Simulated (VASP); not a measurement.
These are PBE GGA, VASP's PBE PAW potentials (set 64) (plane waves; VASP) values and carry that method's errors.

A VASP calculation is set up with these files.

INCAR:
```
# general
SYSTEM  = Fe3N
PREC    = Accurate
ENCUT   = 520
LREAL   = .FALSE.
LASPH   = .TRUE.

# electronic loop
EDIFF   = 1E-6
NELM    = 100
ALGO    = Normal
LMAXMIX = 4

# smearing
ISMEAR  = 0
SIGMA   = 0.05

# functional
GGA     = PE

# spin
ISPIN   = 2
MAGMOM  = 0.0 4.0 -4.0 4.0

# ions
ISIF    = 2

# output
LWAVE   = .FALSE.
LCHARG  = .FALSE.
LORBIT  = 10
```

File POSCAR:
```
Fe3N
1.0
  0.0000000000   2.9466660000   2.9466660000
  2.9466660000   0.0000000000   2.9466660000
  2.9466660000   2.9466660000   0.0000000000
N Fe
1 3
Cartesian
  0.0000000000   0.0000000000   0.0000000000
  2.9466660000   2.9466660000   2.9466660000
  1.4733330000   1.4733330000   1.4733330000
  4.4199990000   4.4199990000   4.4199990000
```

File KPOINTS:
```
kpoints
0
G
 6 6 6
0 0 0
```

POTCAR, in this order: N Fe (PBE.64 set). Program: vasp_std.

Output of the run:

**OSZICAR**
```
       N       E                     dE             d eps       ncg     rms          rms(c)
DAV:   1     0.198534495955E+03    0.19853E+03   -0.12658E+04  1280   0.170E+03
DAV:   2    -0.100950808235E+02   -0.20863E+03   -0.20119E+03  1280   0.352E+02
DAV:   3    -0.326345572569E+02   -0.22539E+02   -0.20201E+02  2228   0.116E+02
DAV:   4    -0.339115259177E+02   -0.12770E+01   -0.12280E+01  1860   0.285E+01
DAV:   5    -0.339434861957E+02   -0.31960E-01   -0.31833E-01  1632   0.410E+00    0.216E+01
DAV:   6    -0.476760230352E+02   -0.13733E+02   -0.18744E+02  2084   0.167E+02    0.523E+01
DAV:   7    -0.315564787059E+02    0.16120E+02   -0.57420E+01  2012   0.158E+02    0.315E+01
DAV:   8    -0.283177220363E+02    0.32388E+01   -0.22823E+01  2140   0.784E+01    0.103E+01
DAV:   9    -0.281985119434E+02    0.11921E+00   -0.32316E+00  2172   0.298E+01    0.824E+00
DAV:  10    -0.281394384100E+02    0.59074E-01   -0.22878E+00  2012   0.247E+01    0.597E+00
DAV:  11    -0.280708045779E+02    0.68634E-01   -0.50509E-01  2140   0.124E+01    0.231E+00
DAV:  12    -0.281199340768E+02   -0.49129E-01   -0.13482E-01  2152   0.533E+00    0.191E+00
DAV:  13    -0.281334340128E+02   -0.13500E-01   -0.72019E-02  2120   0.361E+00    0.160E+00
DAV:  14    -0.281252566792E+02    0.81773E-02   -0.18522E-02  2080   0.202E+00    0.573E-01
DAV:  15    -0.281251588635E+02    0.97816E-04   -0.57694E-03  2192   0.132E+00    0.237E-01
DAV:  16    -0.281251415295E+02    0.17334E-04   -0.92917E-04  1904   0.456E-01    0.146E-01
DAV:  17    -0.281252549813E+02   -0.11345E-03   -0.32421E-04  2036   0.278E-01    0.793E-02
DAV:  18    -0.281252674071E+02   -0.12426E-04   -0.89800E-05  1884   0.150E-01    0.387E-02
DAV:  19    -0.281252639231E+02    0.34840E-05   -0.12877E-05  1692   0.608E-02    0.125E-02
DAV:  20    -0.281252636792E+02    0.24398E-06   -0.16556E-06   772   0.205E-02
   1 F= -.28125264E+02 E0= -.28121896E+02  d E =-.673611E-02  mag=     2.3880
```

### OUTCAR
```
------------------------ aborting loop because EDIFF is reached ----------------------------------------
  FORCE on cell =-STRESS in cart. coord.  units (eV):
  Direction    XX          YY          ZZ          XY          YZ          ZX
  --------------------------------------------------------------------------------------
  Total       -6.5673675     -6.5673675     -6.5673675      0.0000000      0.0000000      0.0000000
  in kB     -205.6265405   -205.6265405   -205.6265405      0.0000000      0.0000000      0.0000000
  external PRESSURE =    -205.6265405 kB  Pullay stress =       0.0000000 kB
  volume of cell :       51.17
      direct lattice vectors                 reciprocal lattice vectors
     0.000000000  2.946666000  2.946666000    -0.169683296  0.169683296  0.169683296
     2.946666000  0.000000000  2.946666000     0.169683296 -0.169683296  0.169683296
     2.946666000  2.946666000  0.000000000     0.169683296  0.169683296 -0.169683296
 POSITION                                       TOTAL-FORCE (eV/Angst)
 -----------------------------------------------------------------------------------
      0.00000      0.00000      0.00000        -0.000000     -0.000000     -0.000000
      2.94667      2.94667      2.94667         0.000000     -0.000000      0.000000
      1.47333      1.47333      1.47333         0.000000      0.000000      0.000000
      4.42000      4.42000      4.42000        -0.000000     -0.000000     -0.000000
 -----------------------------------------------------------------------------------
    total drift:                                0.000000      0.000000      0.000000
  FREE ENERGIE OF THE ION-ELECTRON SYSTEM (eV)
  ---------------------------------------------------
  free  energy   TOTEN  =       -28.1252636792 eV

  energy  without entropy=      -28.1185275661  energy(sigma->0) =      -28.12189562

 total charge

# of ion       s       p       d       tot
------------------------------------------
    1        1.348   2.020   0.000   3.368
    2        0.463   0.354   6.206   7.022
    3        0.381   0.328   6.081   6.791
    4        0.385   0.322   6.122   6.829
--------------------------------------------------
tot          2.576   3.024  18.409  24.010

 magnetization (x)

# of ion       s       p       d       tot
------------------------------------------
    1       -0.006   0.100   0.000   0.094
    2        0.019   0.008   2.273   2.299
    3       -0.047  -0.034  -2.743  -2.824
    4        0.004   0.007   2.747   2.757
--------------------------------------------------
tot         -0.031   0.080   2.277   2.326
```
(Selected blocks of OUTCAR.)

**OUTCAR**
```
 val. band max:        4.5370080248   @ k =   0.5000   0.5000   0.0000

 cond. band min:       4.5595194659   @ k =   0.5000   0.3333   0.1667


 Fermi energy:         4.5514274041

 spin component 1

 k-point     1 :       0.0000    0.0000    0.0000
  band No.  band energies     occupation
      1      -9.5396      1.00000
      2       0.3274      1.00000
      3       0.3999      1.00000
      4       0.3999      1.00000
      5       0.3999      1.00000
      6       0.7513      1.00000
      7       0.7513      1.00000
      8       1.8626      1.00000
      9       1.8626      1.00000
     10       1.8626      1.00000
     11       2.8350      1.00000
     12       2.8350      1.00000
     13       3.6916      1.00000
     14       3.6916      1.00000
     15       3.6916      1.00000
     16       5.0736      0.00000
     17       5.0737      0.00000
     18       5.2560      0.00000
     19       5.2560      0.00000
     20       5.2560      0.00000

 k-point     2 :       0.1667    0.0000    0.0000
  band No.  band energies     occupation
      1      -9.4370      1.00000
      2      -0.7061      1.00000
      3       0.2474      1.00000
      4       0.2474      1.00000
      5       1.0724      1.00000
      6       1.0724      1.00000
      7       1.5622      1.00000
      8       1.8170      1.00000
      9       1.8170      1.00000
     10       1.9385      1.00000
     11       2.8316      1.00000
     12       2.8316      1.00000
     13       3.4143      1.00000
     14       3.5898      1.00000
     15       3.5898      1.00000
     16       4.8827      0.00000
     17       4.8828      0.00000
     18       5.3663      0.00000
     19       5.3881      0.00000
     20       5.3882      0.00000

 k-point     3 :       0.3333    0.0000    0.0000
  band No.  band energies     occupation
      1      -9.2234      1.00000
      2      -1.3487      1.00000
      3       0.1548      1.00000
...
```

The structure was generated: Fe3N was put into the D03 type (Fm-3m), which need not be its known phase. The cell was not relaxed at this level. The k-mesh is coarse (spacing up to 0.31 per Å, 2π included), so the numbers may not be converged in it. The run is one of a series of settings (MAGMOM = 0.0 4.0 -4.0 4.0 against the base run), some of them coarse on purpose.
